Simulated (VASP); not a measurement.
Calculation: r2SCAN meta-GGA, VASP's PBE PAW potentials (set 64) (plane waves; VASP 6.6.1).

A VASP calculation is set up with these files.

INCAR:
```
ISMEAR = 1   # Methfessel-Paxton
EDIFFG = -0.02   # ionic stop
PREC = Accurate
NELM = 100
LMIXTAU = .TRUE.
LMAXMIX = 6   # l cut-off of mixed one-centre charges
EDIFF = 1E-6   # SCF stop (eV)
SYSTEM = Hf
LASPH = .TRUE.   # aspherical one-centre terms
LWAVE = .FALSE.
ISIF = 3   # ions, shape and volume
ENCUT = 500   # plane-wave cut-off (eV)
LREAL = .FALSE.   # projection in real space or not
LCHARG = .FALSE.
NSW = 40   # most ionic steps
ALGO = Normal   # blocked Davidson
PSTRESS = 300   # kbar
SIGMA = 0.1   # width (eV)
IBRION = 2   # conjugate gradients
METAGGA = R2SCAN
```

**POSCAR**
```
Hf
1
    1.4957067572    -2.5906400435     0.0000000000
    1.4957067572     2.5906400435     0.0000000000
    0.0000000000     0.0000000000     4.7338030289
Hf
2
Direct
  0.3333330000   0.6666670000   0.2500000000
  0.6666670000   0.3333330000   0.7500000000
```

### KPOINTS
```
Automatic mesh
0
Gamma
14 14 8
0 0 0
```

POTCAR, in this order: Hf_pv (PBE.64 set). Program: vasp_std.

Output

OSZICAR:
```
       N       E                     dE             d eps       ncg     rms          rms(c)
DAV:   1    -0.241382302491E+02   -0.24138E+02   -0.12085E+04  3384   0.141E+03
DAV:   2    -0.932883456083E+02   -0.69150E+02   -0.67889E+02  4302   0.281E+02
DAV:   3    -0.950452075098E+02   -0.17569E+01   -0.17421E+01  4464   0.312E+01
DAV:   4    -0.950588589134E+02   -0.13651E-01   -0.13642E-01  3978   0.339E+00
DAV:   5    -0.950590372054E+02   -0.17829E-03   -0.17826E-03  4440   0.308E-01    0.820E+01
DAV:   6    -0.900286351478E+02    0.50304E+01   -0.66292E-01  3450   0.855E+00    0.471E+01
DAV:   7    -0.878831076419E+02    0.21455E+01   -0.15959E+00  3604   0.116E+01    0.668E+00
DAV:   8    -0.905445107312E+02   -0.26614E+01   -0.12756E+00  3546   0.997E+00    0.118E+01
DAV:   9    -0.896928376916E+02    0.85167E+00   -0.19023E-01  3402   0.583E+00    0.446E+00
DAV:  10    -0.898825868911E+02   -0.18975E+00   -0.91123E-02  3402   0.405E+00    0.344E+00
DAV:  11    -0.896660249384E+02    0.21656E+00   -0.14632E-01  3378   0.476E+00    0.965E-01
DAV:  12    -0.896708722947E+02   -0.48474E-02   -0.12871E-02  3912   0.123E+00    0.112E+00
DAV:  13    -0.896719863494E+02   -0.11141E-02   -0.26753E-03  3636   0.530E-01    0.148E+00
DAV:  14    -0.896723105892E+02   -0.32424E-03   -0.48233E-04  3906   0.245E-01    0.319E-01
DAV:  15    -0.896721890895E+02    0.12150E-03   -0.20410E-04  3888   0.113E-01    0.285E-01
DAV:  16    -0.896721313520E+02    0.57738E-04   -0.62234E-05  3744   0.862E-02    0.116E-01
DAV:  17    -0.896722233413E+02   -0.91989E-04   -0.65615E-05  3570   0.768E-02    0.115E-01
DAV:  18    -0.896722008287E+02    0.22513E-04   -0.74823E-06  3744   0.218E-02    0.415E-02
DAV:  19    -0.896722024209E+02   -0.15922E-05   -0.30421E-06  3516   0.224E-02    0.375E-02
DAV:  20    -0.896722024360E+02   -0.15047E-07   -0.37550E-07  1950   0.554E-03
   1 F= -.82803031E+02 E0= -.82803076E+02  d E =-.828030E+02
```

File OUTCAR:
```
------------------------ aborting loop because EDIFF is reached ----------------------------------------
  FORCE on cell =-STRESS in cart. coord.  units (eV):
  Direction    XX          YY          ZZ          XY          YZ          ZX
  --------------------------------------------------------------------------------------
  Total        6.8612679      6.8612677      6.8678369      0.0000000      0.0000000     -0.0000000
  in kB      299.6548098    299.6547975    299.9416970      0.0000000      0.0000000     -0.0000000
  external PRESSURE =      -0.2495653 kB  Pullay stress =     300.0000000 kB
  volume of cell :       36.69
      direct lattice vectors                 reciprocal lattice vectors
     1.495706757 -2.590640044  0.000000000     0.334290126 -0.193002498  0.000000000
     1.495706757  2.590640044  0.000000000     0.334290126  0.193002498  0.000000000
     0.000000000  0.000000000  4.733803029     0.000000000  0.000000000  0.211246643
 POSITION                                       TOTAL-FORCE (eV/Angst)
 -----------------------------------------------------------------------------------
      1.49571      0.86355      1.18345        -0.000000      0.000000      0.000000
      1.49571     -0.86355      3.55035         0.000000     -0.000000      0.000000
 -----------------------------------------------------------------------------------
    total drift:                               -0.000001      0.000155     -0.000014
  FREE ENERGIE OF THE ION-ELECTRON SYSTEM (eV)
  ---------------------------------------------------
  free  energy   TOTEN  =       -89.6722024360 eV

  energy  without entropy=      -89.6723371748  energy(sigma->0) =      -89.67224735
  enthalpy is  TOTEN    =       -82.8030305940 eV   P V=        6.8691718420

 reached required accuracy - stopping structural energy minimisation
```
(Selected blocks of OUTCAR.)

The compound is Hf in the hcp structure. It was relaxed first under an external pressure of 30 GPa.
